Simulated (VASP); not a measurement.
Calculation: PBE GGA with D3 dispersion (zero damping), VASP's PBE PAW potentials (set 64) (plane waves; VASP).

VASP ran on this input.

**INCAR**
```
SYSTEM = Se
PREC = Accurate; ENCUT = 520; LREAL = F
LASPH = T; ICHARG = 11
EDIFF = 1E-7; NELM = 100; ALGO = Normal
LMAXMIX = 4
ISMEAR = 0; SIGMA = 0.05
GGA = PE; IVDW = 11
LWAVE = F; LCHARG = F; LORBIT = 11
```

KPOINTS:
```
k-points along high-symmetry lines
10
Line-mode
Reciprocal
  0.000000   0.000000   0.000000 ! GAMMA
  0.500000   0.000000   0.000000 ! M

  0.500000   0.000000   0.000000 ! M
  0.333333   0.333333   0.000000 ! K

  0.333333   0.333333   0.000000 ! K
  0.000000   0.000000   0.000000 ! GAMMA

  0.000000   0.000000   0.000000 ! GAMMA
  0.000000   0.000000   0.500000 ! A

  0.000000   0.000000   0.500000 ! A
  0.500000   0.000000   0.500000 ! L

  0.500000   0.000000   0.500000 ! L
  0.333333   0.333333   0.500000 ! H

  0.333333   0.333333   0.500000 ! H
  0.000000   0.000000   0.500000 ! A

  0.500000   0.000000   0.500000 ! L
  0.500000   0.000000   0.000000 ! M

  0.333333   0.333333   0.500000 ! H
  0.333333   0.333333   0.000000 ! K
```

File POSCAR:
```
Se
1.0
  2.0948621345  -3.6284076391   0.0000000000
  2.0948621345   3.6284076391   0.0000000000
  0.0000000000   0.0000000000   5.1271715808
Se
3
Cart
  0.4982121223   0.8629287057   3.4181160963
  3.1933000245   0.0000000000   0.0000000000
  0.4982121223  -0.8629287057   1.7090554845
```

POTCAR, in this order: Se (PBE.64 set). Program: vasp_std. Read from the step before: CHGCAR.

What VASP printed:

File OSZICAR:
```
       N       E                     dE             d eps       ncg     rms          rms(c)
DAV:   1     0.868743972097E+02    0.86874E+02   -0.73273E+03  2340   0.115E+03
DAV:   2    -0.412125298012E+01   -0.90996E+02   -0.87263E+02  3186   0.176E+02
DAV:   3    -0.992557337263E+01   -0.58043E+01   -0.57446E+01  2740   0.519E+01
DAV:   4    -0.998158565164E+01   -0.56012E-01   -0.55924E-01  2788   0.591E+00
DAV:   5    -0.998210260825E+01   -0.51696E-03   -0.51690E-03  2900   0.544E-01
DAV:   6    -0.998211090765E+01   -0.82994E-05   -0.82993E-05  2860   0.653E-02
DAV:   7    -0.998211109868E+01   -0.19103E-06   -0.19105E-06  2890   0.848E-03
DAV:   8    -0.998211110364E+01   -0.49604E-08   -0.49562E-08  2320   0.127E-03
   1 F= -.10627557E+02 E0= -.10627557E+02  d E =-.969439E-11
```

### OUTCAR
```
 val. band max:        3.0972771249   @ k =   0.3889   0.2222   0.5000

 cond. band min:       3.6986187451   @ k =   0.3333   0.3333   0.5000



 k-point     1 :       0.0000    0.0000    0.0000
  band No.  band energies     occupation
      1     -12.6453      2.00000
      2      -8.7104      2.00000
      3      -8.7104      2.00000
      4      -0.4938      2.00000
      5      -0.4566      2.00000
      6      -0.4566      2.00000
      7       1.2410      2.00000
      8       1.2411      2.00000
      9       2.6618      2.00000
     10       4.6477      0.00000
     11       4.6477      0.00000
     12       5.1888      0.00000
     13       9.5558      0.00000

 k-point     2 :       0.0556    0.0000    0.0000
  band No.  band energies     occupation
      1     -12.6285      2.00000
      2      -8.7203      2.00000
      3      -8.7073      2.00000
      4      -0.7287      2.00000
      5      -0.5328      2.00000
      6      -0.3440      2.00000
      7       1.2602      2.00000
      8       1.3574      2.00000
      9       2.6477      2.00000
     10       4.6041      0.00000
     11       4.6452      0.00000
     12       5.2028      0.00000
     13       9.4267      0.00000

 k-point     3 :       0.1111    0.0000    0.0000
  band No.  band energies     occupation
      1     -12.5792      2.00000
      2      -8.7507      2.00000
      3      -8.6982      2.00000
      4      -1.0616      2.00000
      5      -0.7054      2.00000
      6      -0.3207      2.00000
      7       1.3080      2.00000
      8       1.5876      2.00000
      9       2.5836      2.00000
     10       4.5370      0.00000
     11       4.6470      0.00000
     12       5.2503      0.00000
     13       9.3534      0.00000

 k-point     4 :       0.1667    0.0000    0.0000
  band No.  band energies     occupation
      1     -12.5004      2.00000
      2      -8.8037      2.00000
      3      -8.6841      2.00000
      4      -1.3997      2.00000
...
```

The density is held fixed in this step, so its total energy and stress have no physical meaning.

The compound is Se in the trig structure. It was relaxed first.
